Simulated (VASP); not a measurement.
```
CELL_PARAMETERS angstrom
      2.72000     0.00000     0.00000
      0.00000     2.72000     0.00000
      0.00000     0.00000     3.71000
ATOMIC_POSITIONS crystal
  Fe 0.00000 0.00000 0.00000
  Pt 0.50000 0.50000 0.50000
```
Starting moments (μB, in the order of the record's atoms Fe Pt): 3.0 0.0.

Calculation: PBE GGA, VASP's PBE PAW potentials (set 64) (plane waves; VASP 6.6.1). Run with 400 eV cut-off, KSPACING 0.35 per Å, first-order Methfessel-Paxton smearing of 0.10 eV, potentials Fe Pt.

Question: Give the stress tensor in GPa (positive for a compressed cell).

Answer: 
```
3.14  0.00  0.00
0.00  3.14  0.00
0.00  0.00  5.02
```
The pressure is its mean diagonal, 3.76 GPa.

The compound is FePt in the L1_0 structure. The cell was not relaxed at this level. The run is one of a series of settings (KGAMMA = .TRUE., KSPACING = 0.35, KPOINTS file removed against the base run), some of them coarse on purpose.
